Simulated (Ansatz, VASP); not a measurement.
# Two plane-wave programs on Zn3B

The input INCAR:

```
SYSTEM = Zn3B
PREC     = Accurate       ! precision mode
ENCUT    = 520            ! plane-wave cutoff, eV
EDIFF    = 1E-6           ! SCF threshold, eV
ISMEAR   = 0              ! smearing method
SIGMA    = 0.1            ! smearing width, eV
LREAL    = .False.        ! projectors in reciprocal space
LASPH    = .True.         ! aspherical terms in the spheres
NELM     = 100            ! most SCF steps
ALGO     = Normal         ! electronic algorithm
ISIF     = 2              ! what is computed and relaxed
LWAVE    = .False.        ! write WAVECAR
LCHARG   = .False.        ! write CHGCAR
GGA      = PE             ! functional
NBANDS   = 28             ! bands
```

File KPOINTS:

```
regular mesh
0
Gamma
  6 6 6
  0 0 0
```

POSCAR

```
Zn3B
1.0
    3.7361695200      0.0000000000      0.0000000000
    0.0000000000      3.7361695200      0.0000000000
    0.0000000000      0.0000000000      3.7361695200
Zn B
3 1
Direct
    0.0000000000      0.5000000000      0.5000000000
    0.5000000000      0.0000000000      0.5000000000
    0.5000000000      0.5000000000      0.0000000000
    0.0000000000      0.0000000000      0.0000000000
```

Input for Ansatz:

```yaml
crystal:
  lattice:
    - [3.73616952, 0.0, 0.0]
    - [0.0, 3.73616952, 0.0]
    - [0.0, 0.0, 3.73616952]
  atoms:
    - { symbol: Zn, position: [0.0, 0.5, 0.5] }
    - { symbol: Zn, position: [0.5, 0.0, 0.5] }
    - { symbol: Zn, position: [0.5, 0.5, 0.0] }
    - { symbol: B, position: [0.0, 0.0, 0.0] }
basis:
  ecutwfc: 420
kpoints:
  mp_grid: { grid: [6, 6, 6] }
hamiltonian:
  xc: pbe
scf:
  occupations: { method: gaussian, width: 0.1 }
  lower_state_search: "off"
output:
  forces: true
  stress: true
  eigenvalues: true
```

Change from the starting cell: species swapped into the V3Au type (Pm-3m, No. 221).

Alike in both runs: task single point; functional PBE; k mesh 6 × 6 × 6; occupations gaussian, width 0.1 eV; no spin polarisation.

|  | VASP | Ansatz |
| --- | --- | --- |
| version | VASP 6.6.1 | Ansatz 0.2.0 |
| potentials or method | VASP PAW PBE potentials, release 64 (Zn, B) | scalar-relativistic, plane waves, PAW |
| plane-wave cutoff (eV) | 520 | 420 |
| valence electrons in the cell | 39 | 39 |

```csv
,VASP,Ansatz,Ansatz less VASP
gap on the k mesh at the Fermi level (eV),none,none,-
pressure (GPa),-2.7,-3.1,-0.47
```

A gap of «none» marks a metal or a gap that the smearing closes.
